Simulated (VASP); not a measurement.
# Al12Cl in VASP: notebook

The runs below take Al12Cl through single point, with PBEsol.

All numbers are computed with VASP 6.6.1; they aren't measurements. Logs are shortened: lines on timing, memory, paths and dates and some standing lists are left out, and cuts for length are marked.

## Step 1: The slab as given

The cell holds a slab with vacuum, 13 atoms: a = 5.728 Å, b = 5.728 Å, c = 16.677 Å, α = 90.00°, β = 90.00°, γ = 60.00°.

The cell was built by a generator and needn't be a form met in nature.

## Step 2: Single point, PBEsol

The input, INCAR:

```
SYSTEM = Al12Cl
PREC = Accurate
ENCUT = 520
EDIFF = 1E-6
ISMEAR = 0
SIGMA = 0.05
LREAL = .FALSE.
LASPH = .TRUE.
NELM = 60
ALGO = Normal
ISIF = 2
LWAVE = .FALSE.
LCHARG = .FALSE.
GGA = PS
NBANDS = 34
```

The input, KPOINTS:

```
Automatic mesh
0
G
  3 3 1
  0 0 0
```

The input, POSCAR:

```
Al12Cl
1.0
    5.7275650000      0.0000000000      0.0000000000
    2.8637820000      4.9602170000      0.0000000000
    0.0000000000      0.0000000000     16.6765370000
Al Cl
12 1
Direct
    0.1666666208      0.1666667003      0.0599644878
    0.6666667081      0.1666667003      0.0599644878
    0.1666666712      0.6666665995      0.0599644878
    0.6666667585      0.6666665995      0.0599644878
   -0.2067157675      0.3479468741      0.1944508623
    0.2942847965      0.3474261308      0.1986399814
   -0.2055844364      0.8476092881      0.2022772474
    0.2937353443      0.8500970824      0.1978864077
   -0.0446773502      0.0272365100      0.3381244559
    0.4519396531      0.0137584706      0.3336274192
   -0.0444180574      0.4940914883      0.3377556144
    0.4891614552      0.4961274880      0.3317531092
    1.0126349335      0.7253396374      0.4498009989
```

Potentials or basis: VASP PAW PBE potentials, release 64 (Al, Cl).

Run with:

```console
> cat potpaw_PBE.64/Al/POTCAR potpaw_PBE.64/Cl/POTCAR > POTCAR
> mpirun -np 1 vasp_std > vasp.out
```

OUTCAR:

```text
SYSTEM = Al12Cl
   PREC = Accurate
   ENCUT = 520
   EDIFF = 1E-6
   ISMEAR = 0
   LREAL = .FALSE.
   LASPH = .TRUE.
   NELM = 60
   ISIF = 2
   GGA = PS

 ion  position               nearest neighbor table
   1  0.167  0.167  0.060-   6 2.78   8 2.79   2 2.86   4 2.86   3 2.86   3 2.86   2 2.86   4 2.86
                             5 2.91
   2  0.667  0.167  0.060-   5 2.72   7 2.86   1 2.86   4 2.86   3 2.86   3 2.86   4 2.86   1 2.86
                             6 2.96
   3  0.167  0.667  0.060-   8 2.77   6 2.81   4 2.86   1 2.86   2 2.86   2 2.86   1 2.86   4 2.86
                             7 3.01
   4  0.667  0.667  0.060-   5 2.75   7 2.83   3 2.86   1 2.86   2 2.86   2 2.86   3 2.86   1 2.86
                             8 2.95
   5  0.793  0.348  0.194-   2 2.72  12 2.74   4 2.75  11 2.84   8 2.86   6 2.86   7 2.87   7 2.87
                             6 2.87   8 2.87   9 2.88   1 2.91
   6  0.294  0.347  0.199-   1 2.78  10 2.79  12 2.80   3 2.81   8 2.85   5 2.86   7 2.86   7 2.86
                            11 2.87   5 2.87   8 2.88   2 2.96
   7  0.794  0.848  0.202-  10 2.77   9 2.83   4 2.83   2 2.86  11 2.86   8 2.86   6 2.86   6 2.86
                             5 2.87   8 2.87   5 2.87   3 3.01
   8  0.294  0.850  0.198-  10 2.77   3 2.77   1 2.79  12 2.84   6 2.85   5 2.86   7 2.86   7 2.87
                             5 2.87   6 2.88   9 2.88   4 2.95
   9  0.955  0.027  0.338-  13 2.45  11 2.67  12 2.68  10 2.81   7 2.83   5 2.88   8 2.88  10 2.92
                            12 3.05  11 3.05
  10  0.452  0.014  0.334-   8 2.77   7 2.77   6 2.79  11 2.80   9 2.81  12 2.86  12 2.88   9 2.92
                            11 2.93
  11  0.956  0.494  0.338-  13 2.41  12 2.67   9 2.67  10 2.80   5 2.84   7 2.86   6 2.87  10 2.93
                             9 3.05  12 3.06
  12  0.489  0.496  0.332-  11 2.67   9 2.68   5 2.74   6 2.80   8 2.84  10 2.86  10 2.88   9 3.05
                            11 3.06
  13  0.013  0.725  0.450-  11 2.41   9 2.45

  LATTYP: Found a hexagonal cell.
 ALAT       =     5.7275649303
 C/A-ratio  =     2.9116277516

  Lattice vectors:

 A1 = (  -2.8637820000,  -4.9602170000,   0.0000000000)
 A2 = (   5.7275650000,   0.0000000000,   0.0000000000)
 A3 = (   0.0000000000,   0.0000000000,  16.6765370000)

Analysis of symmetry for initial positions (statically):
=====================================================================
 Subroutine PRICEL returns:
 Original cell was already a primitive cell.

 Routine SETGRP: Setting up the symmetry group for a
 hexagonal supercell.

 Subroutine GETGRP returns: Found  1 space group operations
 (whereof  1 operations were pure point group operations)
 out of a pool of 24 trial point group operations.

The static configuration has the point symmetry C_1 .

Analysis of symmetry for dynamics (positions and initial velocities):
=====================================================================
 Subroutine PRICEL returns:
 Original cell was already a primitive cell.

 Routine SETGRP: Setting up the symmetry group for a
 hexagonal supercell.

 Subroutine GETGRP returns: Found  1 space group operations
 (whereof  1 operations were pure point group operations)
 out of a pool of 24 trial point group operations.

The dynamic configuration has the point symmetry C_1 .

 Subroutine INISYM returns: Found  1 space group operations
 (whereof  1 operations are pure point group operations),
 and found     1 'primitive' translations

----------------------------------------------------------------------------------------

                                     Primitive cell

  volume of cell :     473.7798

  direct lattice vectors                    reciprocal lattice vectors
     5.727565000  0.000000000  0.000000000     0.174594265 -0.100802024  0.000000000
     2.863782000  4.960217000  0.000000000     0.000000000  0.201604083  0.000000000
     0.000000000  0.000000000 16.676537000     0.000000000  0.000000000  0.059964488

  length of vectors
     5.727565000  5.727564930 16.676537000     0.201604081  0.201604083  0.059964488

  position of ions in fractional coordinates (direct lattice)
     0.166666621  0.166666700  0.059964488
     0.666666708  0.166666700  0.059964488
     0.166666671  0.666666599  0.059964488
     0.666666758  0.666666599  0.059964488
     0.793284232  0.347946874  0.194450862
     0.294284797  0.347426131  0.198639981
     0.794415564  0.847609288  0.202277247
     0.293735344  0.850097082  0.197886408
     0.955322650  0.027236510  0.338124456
     0.451939653  0.013758471  0.333627419
     0.955581943  0.494091488  0.337755614
     0.489161455  0.496127488  0.331753109
     0.012634934  0.725339637  0.449800999

  ion indices of the primitive-cell ions
   primitive index   ion index
                 1           1
                 2           2
                 3           3
                 4           4
                 5           5
                 6           6
                 7           7
                 8           8
                 9           9
                10          10
                11          11
                12          12
                13          13

----------------------------------------------------------------------------------------

 KPOINTS: Automatic mesh

Automatic generation of k-mesh.
 Grid dimensions read from file:
 generate k-points for:    3    3    1

 Generating k-lattice:

  Cartesian coordinates                     Fractional coordinates (reciprocal lattice)
     0.058198088 -0.033600675  0.000000000     0.333333333  0.000000000  0.000000000
     0.000000000  0.067201361  0.000000000     0.000000000  0.333333333  0.000000000
     0.000000000  0.000000000  0.059964488     0.000000000  0.000000000  1.000000000

  Length of vectors
     0.067201360  0.067201361  0.059964488

  Shift w.r.t. Gamma in fractional coordinates (k-lattice)
     0.000000000  0.000000000  0.000000000

 Subroutine IBZKPT returns following result:
 ===========================================

 Found      5 irreducible k-points:

 Following reciprocal coordinates:
            Coordinates               Weight
  0.000000  0.000000  0.000000      1.000000
  0.333333  0.000000  0.000000      2.000000
  0.333333  0.333333  0.000000      2.000000
  0.000000  0.333333  0.000000      2.000000
 -0.333333  0.333333  0.000000      2.000000
   k-points           NKPTS =      5   k-points in BZ     NKDIM =      5   number of bands    NBANDS=     34
   number of dos      NEDOS =    301   number of ions     NIONS =     13
   total plane-waves  NPLWV = 290304
   dimension x,y,z NGX =    48 NGY =   48 NGZ =  126
   dimension x,y,z NGXF=    96 NGYF=   96 NGZF=  252
   ions per type =              12   1
   NGX,Y,Z   is equivalent  to a cutoff of  13.93, 13.93, 12.56 a.u.
   NGXF,Y,Z  is equivalent  to a cutoff of  27.86, 27.86, 25.12 a.u.
 SYSTEM =  Al12Cl
   PREC   = accura    normal or accurate (medium, high low for compatibility)
   ISTART =      0    job   : 0-new  1-cont  2-samecut
   ICHARG =      2    charge: 1-file 2-atom 10-const
   ISPIN  =      1    spin polarized calculation?
   LNONCOLLINEAR =      F non collinear calculations
   LSORBIT =      F    spin-orbit coupling
   LASPH  =      T    aspherical Exc in radial PAW
   ENCUT  =  520.0 eV  38.22 Ry    6.18 a.u.  10.65 10.65 31.01*2*pi/ulx,y,z
   NELM   =     60;   NELMIN=  2; NELMDL= -5     # of ELM steps
   EDIFF  = 0.1E-05   stopping-criterion for ELM
   LREAL  =      F    real-space projection
   EDIFFG = 0.1E-04   stopping-criterion for IOM
   NSW    =      0    number of steps for IOM
   IBRION =     -1    ionic relax: 0-MD 1-quasi-New 2-CG
   NFREE  =      0    steps in history (QN), initial steepest desc. (CG)
   ISIF   =      2    stress and relaxation
   ISYM   =      2    0-nonsym 1-usesym 2-fastsym
   POTIM  = 0.5000    time-step for ionic-motion
   TEBEG  =    0.0;   TEEND  =   0.0 temperature during run
   PSTRESS=    0.0 pullay stress
   NELECT =      43.0000    total number of electrons
   NUPDOWN=      -1.0000    fix difference up-down
   EMIN   =  10.00;   EMAX   =-10.00  energy-range for DOS
   EFERMI =   0.00;   METHOD = LEGACY
   ISMEAR =     0;   SIGMA  =   0.05  broadening in eV -4-tet -1-fermi 0-gaus
   EFERMI_NEDOS =   21; number of points for ismear=-14 and -15
   IALGO  =     38    algorithm
   IMIX   =      4    mixing-type and parameters
     AMIX     =   0.40;   BMIX     =  1.00
     AMIX_MAG =   1.60;   BMIX_MAG =  1.00
  volume/ion in A,a.u.               =      36.44       245.94
  Fermi-wavevector in a.u.,A,eV,Ry     =   0.735708  1.390286  7.364374  0.541266
  Thomas-Fermi vector in A             =   1.828970
   LORBIT       =      0    0 simple, 1 ext, 2 COOP (PROOUT), +10 PAW based schemes
   GGA     = PS    functional components
   LHFCALC =     F    Hartree Fock is set to
   AEXX    =    0.0000 exact exchange contribution
   IVDW    =     0    specifies the selected vdW correction
   LEPSILON=     F    determine dielectric tensor
   LRPA    =     F    only Hartree local field effects (RPA)
 non-spin polarized calculation
 Gauss-broadening in eV      SIGMA  =   0.05
  energy-cutoff  :      520.00
  volume of cell :      473.78
 maximum number of plane-waves:     12795
 NGX is ok and might be reduce to    42
   NGX = 21   NGY = 21   NGZ = 63

 number of electron      43.0000001 magnetization

 Free energy of the ion-electron system (eV)
  ---------------------------------------------------
  ext. energy  EPLUGINS =         0.00000000
  ---------------------------------------------------
  free energy    TOTEN  =       -49.62373932 eV

  energy without entropy =      -49.61726272  energy(sigma->0) =      -49.62050102

 E-fermi :   1.2614     XC(G=0):  -5.6604

 val. band max:        1.1468353361   @ k =   0.3333   0.0000   0.0000
 cond. band min:       1.2984414656   @ k =   0.0000   0.3333   0.0000
 fundamental gap:      0.1516061295
 Fermi energy:         1.2614213530

 k-point     1 :       0.0000    0.0000    0.0000
  band No.  band energies     occupation
      1     -15.3455      2.00000
      2      -9.2014      2.00000
      3      -7.4608      2.00000
      4      -5.1124      2.00000
      5      -4.4317      2.00000
      6      -4.0351      2.00000
[... 25 lines left out ...]
     32       4.5472      0.00000
     33       4.6807      0.00000

 k-point     2 :       0.3333    0.0000    0.0000
  band No.  band energies     occupation
      1     -15.3394      2.00000
      2      -8.5482      2.00000
      3      -6.8566      2.00000
      4      -6.5985      2.00000
      5      -5.1532      2.00000
      6      -4.8603      2.00000
[... 25 lines left out ...]
     32       4.6935      0.00000
     33       4.8846      0.00000

 k-point     3 :       0.3333    0.3333    0.0000
  band No.  band energies     occupation
      1     -15.3386      2.00000
      2      -8.5509      2.00000
      3      -6.8672      2.00000
      4      -6.6095      2.00000
      5      -5.2386      2.00000
      6      -4.8708      2.00000
[... 25 lines left out ...]
     32       4.6953      0.00000
     33       4.7240      0.00000

 k-point     4 :       0.0000    0.3333    0.0000
  band No.  band energies     occupation
      1     -15.3386      2.00000
      2      -8.5509      2.00000
      3      -6.8675      2.00000
      4      -6.6087      2.00000
      5      -5.2375      2.00000
      6      -4.8711      2.00000
[... 25 lines left out ...]
     32       4.6926      0.00000
     33       4.7306      0.00000

 k-point     5 :      -0.3333    0.3333    0.0000
  band No.  band energies     occupation
      1     -15.3356      2.00000
      2      -7.3503      2.00000
      3      -7.2474      2.00000
      4      -7.1641      2.00000
      5      -5.8168      2.00000
      6      -5.6779      2.00000
[... 25 lines left out ...]
     32       4.6770      0.00000
     33       4.7088      0.00000
 [bands above 33 left out]

------------------------ aborting loop because EDIFF is reached ----------------------------------------

  FORCE on cell =-STRESS in cart. coord.  units (eV):
  Direction    XX          YY          ZZ          XY          YZ          ZX
  --------------------------------------------------------------------------------------
  -------------------------------------------------------------------------------------
  Total       -3.1708353     -3.0779947      0.0696458      0.3600568     -0.2241916      1.1708244
  in kB      -10.7227873    -10.4088290      0.2355205      1.2176009     -0.7581470      3.9593673
  external PRESSURE =      -6.9653653 kB  Pullay stress =       0.0000000 kB

 VOLUME and BASIS-vectors are now :
 -----------------------------------------------------------------------------
  energy-cutoff  :      520.00
  volume of cell :      473.78
      direct lattice vectors                 reciprocal lattice vectors
     5.727565000  0.000000000  0.000000000     0.174594265 -0.100802024  0.000000000
     2.863782000  4.960217000  0.000000000     0.000000000  0.201604083  0.000000000
     0.000000000  0.000000000 16.676537000     0.000000000  0.000000000  0.059964488

 POSITION                                       TOTAL-FORCE (eV/Angst)
 -----------------------------------------------------------------------------------
      1.43189      0.82670      1.00000        -0.089913      0.031243     -0.097233
      4.29567      0.82670      1.00000        -0.129067     -0.130018     -0.135483
      2.86378      3.30681      1.00000        -0.044627      0.018350      0.264755
      5.72757      3.30681      1.00000         0.018389      0.133259     -0.099492
      5.54003      1.72589      3.24277         0.023451     -0.007308      0.016207
      2.68049      1.72331      3.31263         0.012070     -0.007838      0.013190
      6.97743      4.20433      3.37328         0.013669     -0.003964      0.005792
      4.11688      4.21667      3.30006         0.013220     -0.008637      0.021338
      5.54967      0.13510      5.63874         0.016727     -0.022057      0.005650
      2.62791      0.06824      5.56375         0.022094     -0.002874      0.016289
      6.88813      2.45080      5.63259         0.044773      0.017485      0.020803
      4.22250      2.46090      5.53249         0.001757      0.005983      0.013926
      2.14958      3.59784      7.50112         0.097456     -0.023624     -0.045741
 -----------------------------------------------------------------------------------
    total drift:                                0.000134     -0.000160      0.000472

  FREE ENERGIE OF THE ION-ELECTRON SYSTEM (eV)
  ---------------------------------------------------
  free  energy   TOTEN  =       -49.6237393218 eV

  energy  without entropy=      -49.6172627239  energy(sigma->0) =      -49.62050102
```

It took 2 min on 1 thread of Intel Xeon Platinum 8488C (Sapphire Rapids), shared host; peak memory 0.6 GiB.

Results:

* Free energy: -49.6237 eV
* Largest force: 0.269 eV/Å
* Band gap on the k mesh: none (metal or under the smearing width)

Forces on the atoms (eV/Å):
```
Al  -0.090  0.031 -0.097
Al  -0.129 -0.130 -0.135
Al  -0.045  0.018  0.265
Al   0.018  0.133 -0.099
Al   0.023 -0.007  0.016
Al   0.012 -0.008  0.013
Al   0.014 -0.004  0.006
Al   0.013 -0.009  0.021
Al   0.017 -0.022  0.006
Al   0.022 -0.003  0.016
Al   0.045  0.017  0.021
Al   0.002  0.006  0.014
Cl   0.097 -0.024 -0.046
```

Caveat: the k mesh is coarse (spacing up to 0.42 Å⁻¹), so the values aren't converged; the PAW data sets were made with another functional, which shifts forces and pressure a little; an odd number of electrons without spin polarisation forces a metal; a magnetic or distorted state may lie lower.

(Continued in part 2 of 2.)
